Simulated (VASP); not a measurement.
Here is a VASP 6.6.1 calculation.

Contents of INCAR:

```
PREC     = Accurate       # precision mode
ENCUT    = 600            # plane-wave cutoff, eV
EDIFF    = 1E-6           # SCF threshold, eV
ISMEAR   = 0              # smearing method
SIGMA    = 0.03           # smearing width, eV
LREAL    = F              # projectors in reciprocal space
LASPH    = T              # aspherical terms in the spheres
NELM     = 80             # most SCF steps
ALGO     = Normal         # electronic algorithm
ISIF     = 3              # what is computed and relaxed
LWAVE    = F              # write WAVECAR
LCHARG   = F              # write CHGCAR
IBRION   = 2              # ionic algorithm
NSW      = 90             # ionic steps
EDIFFG   = -0.01          # ionic threshold
KPAR     = 2
```

The input KPOINTS:

```
regular mesh
0
Gamma
  6 6 6
```

POSCAR

```
CsLiMoO4
1.0
    0.0000000000      4.1960309700      4.1960309700
    4.1960309700      0.0000000000      4.1960309700
    4.1960309700      4.1960309700      0.0000000000
Cs Li Mo O
1 1 1 4
Direct
    0.7500000000      0.7500000000      0.7500000000
    0.5000000000      0.5000000000      0.5000000000
    0.2500000000      0.2500000000      0.2500000000
    0.8863674800      0.3712108400      0.3712108400
    0.3712108400      0.3712108400      0.8863674800
    0.3712108400      0.8863674800      0.3712108400
    0.3712108400      0.3712108400      0.3712108400
```

Potentials or basis: VASP PAW LDA potentials, release 64 (Cs_sv, Li_sv, Mo_sv, O).

Command:

```bash
$ cat potpaw_LDA.64/Cs_sv/POTCAR potpaw_LDA.64/Li_sv/POTCAR potpaw_LDA.64/Mo_sv/POTCAR potpaw_LDA.64/O/POTCAR > POTCAR
$ mpirun -np 2 vasp_std > vasp.out
```

Q: Predict the relaxed cell.

A: a = 5.831 Å, b = 5.831 Å, c = 5.831 Å, α = 60.00°, β = 60.00°, γ = 60.00°.

Q: Estimate the relaxed volume.

A: 20.03 Å³/atom.

Step by step:
```csv
step,energy change (eV),largest force (eV/Å),pressure (GPa),volume (Å³)
1,0.0000,0.1147,-1.66,147.76
2,-0.0263,0.6168,0.45,143.13
3,-0.0263,0.6261,0.47,143.05
4,-0.0416,0.3323,0.30,141.60
5,-0.0469,0.0061,0.12,139.95
6,-0.0470,0.0317,0.13,140.13
7,-0.0470,0.0188,0.09,140.07
8,-0.0471,0.0047,0.04,140.21
```

Caveat: the cutoff is under 1.25 times the usual one of these potentials, so pressure, stress and relaxed cells hold a basis-set (Pulay) error.
